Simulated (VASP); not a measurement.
Given:

```
CELL_PARAMETERS angstrom
      3.57000     0.00000     0.00000
      0.00000     3.57000     0.00000
      0.00000     0.00000     3.57000
ATOMIC_POSITIONS crystal
  Al 0.00000 0.00000 0.00000
  Ni 0.00000 0.50000 0.50000
  Ni 0.50000 0.00000 0.50000
  Ni 0.50000 0.50000 0.00000
```
Starting moments (μB, in the order of the record's atoms Al Ni Ni Ni): 0.0 0.5 0.5 0.5.

Computed with PBE GGA + U (Dudarev), VASP's PBE PAW potentials (set 64) (plane waves; VASP 6.6.1). Settings: 400 eV cut-off, 8×8×8 Γ-centred mesh, first-order Methfessel-Paxton smearing of 0.10 eV, potentials Al Ni, U − J: Ni 5.00 eV.

**Question.** Give the stress tensor in GPa (positive for a compressed cell).

**Answer.** 
```
-8.31   0.00   0.00
 0.00  -8.31   0.00
 0.00   0.00  -8.31
```
The pressure is its mean diagonal, -8.31 GPa.

The compound is Ni3Al in the L1_2 structure. The cell was not relaxed at this level. The run is one of a series of settings (LDAU = .TRUE., LDAUJ = 0 0, LDAUL = -1 2, LDAUTYPE = 2, LDAUU = 0 5.0 against the base run), some of them coarse on purpose.
